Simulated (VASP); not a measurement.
Calculation: PBEsol GGA, VASP's PBE PAW potentials (set 64) (plane waves; VASP 6.6.1).

A VASP calculation is set up with these files.

INCAR:
```
LREAL=.FALSE.   # projection in real space or not
LASPH=.TRUE.
ENCUT=400
ALGO=Normal   # blocked Davidson
LMAXMIX=6   # l cut-off of mixed one-centre charges
SYSTEM=Eu
LWAVE=.FALSE.
EDIFF=1E-7
SIGMA=0.05   # width (eV)
GGA=PS   # PBEsol
NELM=100   # most electronic steps
LCHARG=.FALSE.
ISMEAR=0   # Gaussian
LORBIT=11   # lm-projected
ICHARG=11
PREC=Accurate
```

### POSCAR
```
Eu
1
    3.8427137746     0.0000000386    -0.0000000000
   -1.9213573208     3.3278878623    -0.0000000000
    0.0000000000    -0.0000000000     6.3121272166
Eu
2
Direct
  0.3333330000   0.6666670000   0.2500000000
  0.6666670000   0.3333330000   0.7500000000
```

File KPOINTS:
```
k-points along high-symmetry lines
10
Line-mode
Reciprocal
  0.000000   0.000000   0.000000 ! GAMMA
  0.500000   0.000000   0.000000 ! M

  0.500000   0.000000   0.000000 ! M
  0.333333   0.333333   0.000000 ! K

  0.333333   0.333333   0.000000 ! K
  0.000000   0.000000   0.000000 ! GAMMA

  0.000000   0.000000   0.000000 ! GAMMA
  0.000000   0.000000   0.500000 ! A

  0.000000   0.000000   0.500000 ! A
  0.500000   0.000000   0.500000 ! L

  0.500000   0.000000   0.500000 ! L
  0.333333   0.333333   0.500000 ! H

  0.333333   0.333333   0.500000 ! H
  0.000000   0.000000   0.500000 ! A

  0.500000   0.000000   0.500000 ! L
  0.500000   0.000000   0.000000 ! M

  0.333333   0.333333   0.500000 ! H
  0.333333   0.333333   0.000000 ! K
```

POTCAR, in this order: Eu_2 (PBE.64 set). Program: vasp_std. Read from the step before: CHGCAR.

Problem. What will the output report for the number of irreducible k-points (NKPTS), number of bands (NBANDS), largest plane-wave count, number of space-group operations, FFT grid (NGX, NGY, NGZ)?

Solution. 
```json
{
  "number of irreducible k-points (NKPTS)": "90",
  "number of bands (NBANDS)": "12",
  "largest_plane_wave_count": "1496",
  "number_of_space_group_operations": "24",
  "FFT grid (NGX, NGY, NGZ)": "28 × 28 × 42"
}
```

The structure was generated: Eu was put into the hcp type (P6_3/mmc), which need not be its known phase. It was relaxed first, which changed the volume by -18 %. The 4f electrons are frozen in the core of the lanthanide potential, so 4f levels, which can set the real gap, and their magnetism are missing.
